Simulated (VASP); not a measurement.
Level of theory: r2SCAN meta-GGA, VASP's PBE PAW potentials (set 64) (plane waves; VASP).

A VASP calculation is set up with these files.

File KPOINTS:
```
Regular mesh
0
G
 13 13 13
0 0 0
```

**INCAR**
```
SYSTEM = Li
LWAVE = F
SIGMA = 0.1   # width (eV)
PREC = Accurate
ISMEAR = 1   # Methfessel-Paxton
ENCUT = 520
NSW = 30   # most ionic steps
EDIFFG = -0.001
ALGO = Normal   # blocked Davidson
IBRION = 1   # quasi-Newton
LREAL = F   # projection in real space or not
LCHARG = F
LMIXTAU = T
NELM = 100
LASPH = T   # aspherical one-centre terms
ISIF = 2
EDIFF = 1E-8
METAGGA = R2SCAN
```

### POSCAR
```
Li
1
   -1.7281284345     1.7281284345     1.7281284345
    1.7281284345    -1.7281284345     1.7281284345
    1.7281284345     1.7281284345    -1.7281284345
Li
1
Direct
  0.0000000000   0.0000000000   0.0000000000
```

POTCAR, in this order: Li_sv (PBE.64 set). Program: vasp_std.

The run wrote:

### OUTCAR
```
 ion  position               nearest neighbor table
   1  0.000  0.000  0.000-
  LATTYP: Found a body centered cubic cell.
 ALAT       =     3.4562568690
 Subroutine PRICEL returns:
 Original cell was already a primitive cell.
 Subroutine GETGRP returns: Found 48 space group operations
The static configuration has the point symmetry O_h .
The dynamic configuration has the point symmetry O_h .
 Subroutine INISYM returns: Found 48 space group operations
 Subroutine IBZKPT returns following result:
 Found     84 irreducible k-points:

 Following reciprocal coordinates:
            Coordinates               Weight
  0.000000  0.000000  0.000000      1.000000
  0.076923  0.000000  0.000000     12.000000
  0.153846  0.000000  0.000000     12.000000
  0.230769  0.000000  0.000000     12.000000
  0.307692  0.000000  0.000000     12.000000
  0.384615  0.000000  0.000000     12.000000
  0.461538  0.000000  0.000000     12.000000
  0.076923  0.076923  0.000000     24.000000
  0.153846  0.076923 -0.000000     48.000000
  0.230769  0.076923  0.000000     48.000000
  0.307692  0.076923  0.000000     48.000000
  0.384615  0.076923  0.000000     48.000000
  0.461538  0.076923  0.000000     24.000000
  0.153846  0.153846  0.000000     24.000000
  0.230769  0.153846 -0.000000     48.000000
  0.307692  0.153846 -0.000000     48.000000
  0.384615  0.153846  0.000000     48.000000
  0.230769  0.230769  0.000000     24.000000
  0.307692  0.230769  0.000000     48.000000
  0.384615  0.230769  0.000000     24.000000
  0.307692  0.307692  0.000000     24.000000
  0.076923  0.076923  0.076923      8.000000
  0.153846  0.076923  0.076923     24.000000
  0.230769  0.076923  0.076923     24.000000
  0.307692  0.076923  0.076923     24.000000
  0.384615  0.076923  0.076923     24.000000
 -0.076923  0.076923  0.076923      6.000000
  0.153846  0.153846  0.076923     24.000000
  0.230769  0.153846  0.076923     48.000000
  0.307692  0.153846  0.076923     48.000000
  0.384615  0.153846  0.076923     24.000000
 -0.153846  0.153846  0.076923     24.000000
  0.230769  0.230769  0.076923     24.000000
  0.307692  0.230769  0.076923     48.000000
 -0.230769  0.230769  0.076923     24.000000
 -0.153846  0.230769  0.076923     24.000000
  0.307692  0.307692  0.076923      8.000000
 -0.307692  0.307692  0.076923     24.000000
 -0.230769  0.307692  0.076923     48.000000
 -0.384615  0.384615  0.076923     24.000000
   k-points           NKPTS =     84   k-points in BZ     NKDIM =     84   number of bands    NBANDS=      5
   number of dos      NEDOS =    301   number of ions     NIONS =      1
   total plane-waves  NPLWV =  13824
   dimension x,y,z NGX =    24 NGY =   24 NGZ =   24
   dimension x,y,z NGXF=    48 NGYF=   48 NGZF=   48
   ions per type =               1
   PREC   = accura    normal or accurate (medium, high low for compatibility)
   ISTART =      0    job   : 0-new  1-cont  2-samecut
   ICHARG =      2    charge: 1-file 2-atom 10-const
   ISPIN  =      1    spin polarized calculation?
   LNONCOLLINEAR =      F non collinear calculations
   LSORBIT =      F    spin-orbit coupling
   INIWAV =      1    electr: 0-lowe 1-rand  2-diag
   ENCUT  =  520.0 eV  38.22 Ry    6.18 a.u.   5.57  5.57  5.57*2*pi/ulx,y,z
   NELM   =    100;   NELMIN=  2; NELMDL= -5     # of ELM steps
   EDIFF  = 0.1E-07   stopping-criterion for ELM
   LREAL  =      F    real-space projection
   NLSPLINE    = F    spline interpolate recip. space projectors
   LMAXMIX     =    2 max onsite mixed and CHGCAR
   VOSKOWN=      0    Vosko Wilk Nusair interpolation
...
```

File OSZICAR:
```
       N       E                     dE             d eps       ncg     rms          rms(c)
DAV:   1     0.252186402589E+00    0.25219E+00   -0.75342E+02   850   0.426E+02
DAV:   2    -0.246542270482E+01   -0.27176E+01   -0.25973E+01  1180   0.651E+01
DAV:   3    -0.265440285085E+01   -0.18898E+00   -0.18899E+00  1090   0.111E+01
DAV:   4    -0.266110336815E+01   -0.67005E-02   -0.67000E-02  1080   0.186E+00
DAV:   5    -0.266117838863E+01   -0.75020E-04   -0.75020E-04  1100   0.192E-01    0.130E-01
DAV:   6    -0.224692418058E+01    0.41425E+00   -0.16286E-01  1205   0.283E+00    0.343E-01
DAV:   7    -0.224128162632E+01    0.56426E-02   -0.13269E-02  1125   0.140E+00    0.256E-01
DAV:   8    -0.236462003089E+01   -0.12334E+00   -0.35724E-02  1005   0.265E+00    0.531E-02
DAV:   9    -0.238251132555E+01   -0.17891E-01   -0.89192E-03   920   0.143E+00    0.254E-02
DAV:  10    -0.238187255747E+01    0.63877E-03   -0.19335E-03   840   0.698E-01    0.156E-02
DAV:  11    -0.238294972839E+01   -0.10772E-02   -0.23292E-03   840   0.737E-01    0.633E-03
DAV:  12    -0.238158523694E+01    0.13645E-02   -0.11583E-03   840   0.537E-01    0.221E-03
DAV:  13    -0.238160917388E+01   -0.23937E-04   -0.41085E-05  1000   0.108E-01    0.162E-03
DAV:  14    -0.238164707454E+01   -0.37901E-04   -0.37667E-06   965   0.254E-02    0.580E-04
DAV:  15    -0.238167527294E+01   -0.28198E-04   -0.29279E-06   890   0.173E-02    0.885E-04
DAV:  16    -0.238167490182E+01    0.37112E-06   -0.19847E-07  1280   0.379E-03    0.110E-03
DAV:  17    -0.238166898031E+01    0.59215E-05   -0.14300E-07   850   0.572E-03    0.101E-03
DAV:  18    -0.238166948717E+01   -0.50686E-06   -0.26619E-07   850   0.716E-03    0.951E-04
DAV:  19    -0.238167702996E+01   -0.75428E-05   -0.30260E-07   955   0.829E-03    0.103E-03
DAV:  20    -0.238167806449E+01   -0.10345E-05   -0.12066E-08  1210   0.139E-03    0.992E-04
DAV:  21    -0.238168004266E+01   -0.19782E-05   -0.64192E-09   910   0.720E-04    0.915E-04
DAV:  22    -0.238168451287E+01   -0.44702E-05   -0.53452E-08   880   0.267E-03    0.637E-04
DAV:  23    -0.238168560810E+01   -0.10952E-05   -0.43424E-09   960   0.639E-04    0.579E-04
DAV:  24    -0.238168920813E+01   -0.36000E-05   -0.25979E-08   920   0.128E-03    0.412E-04
DAV:  25    -0.238169421024E+01   -0.50021E-05   -0.49669E-08   950   0.180E-03    0.167E-04
DAV:  26    -0.238169606981E+01   -0.18596E-05   -0.89137E-09   975   0.850E-04    0.527E-05
DAV:  27    -0.238169653615E+01   -0.46634E-06   -0.74423E-10   485   0.315E-04    0.157E-05
DAV:  28    -0.238169619046E+01    0.34569E-06   -0.17001E-10   445   0.178E-04    0.139E-05
DAV:  29    -0.238169648831E+01   -0.29785E-06   -0.20586E-10   450   0.144E-04    0.559E-06
DAV:  30    -0.238169630637E+01    0.18194E-06   -0.52759E-11   440   0.121E-04    0.224E-06
DAV:  31    -0.238169634377E+01   -0.37401E-07   -0.20736E-11   450   0.591E-05    0.124E-06
DAV:  32    -0.238169633657E+01    0.72052E-08   -0.45147E-12   440   0.261E-05
   1 F= -.23816963E+01 E0= -.23816622E+01  d E =-.238170E+01
```

### OUTCAR
```
------------------------ aborting loop because EDIFF is reached ----------------------------------------
  FORCE on cell =-STRESS in cart. coord.  units (eV):
  Direction    XX          YY          ZZ          XY          YZ          ZX
  --------------------------------------------------------------------------------------
  Total       -0.0065035     -0.0065035     -0.0065035      0.0000000      0.0000000     -0.0000000
  in kB       -0.5047397     -0.5047397     -0.5047397      0.0000000      0.0000000     -0.0000000
  external PRESSURE =      -0.5047397 kB  Pullay stress =       0.0000000 kB
  volume of cell :       20.64
      direct lattice vectors                 reciprocal lattice vectors
    -1.728128435  1.728128435  1.728128435     0.000000000  0.289330347  0.289330347
     1.728128435 -1.728128435  1.728128435     0.289330347  0.000000000  0.289330347
     1.728128435  1.728128435 -1.728128435     0.289330347  0.289330347  0.000000000
 POSITION                                       TOTAL-FORCE (eV/Angst)
 -----------------------------------------------------------------------------------
      0.00000      0.00000      0.00000        -0.000000      0.000000     -0.000000
 -----------------------------------------------------------------------------------
    total drift:                               -0.000000     -0.000000      0.000000
  FREE ENERGIE OF THE ION-ELECTRON SYSTEM (eV)
  ---------------------------------------------------
  free  energy   TOTEN  =        -2.3816963366 eV

  energy  without entropy=       -2.3815939729  energy(sigma->0) =       -2.38166222

 reached required accuracy - stopping structural energy minimisation
```
(Selected blocks of OUTCAR.)

The compound is Li in the bcc structure. It was relaxed first. The start is the result of an earlier pass.
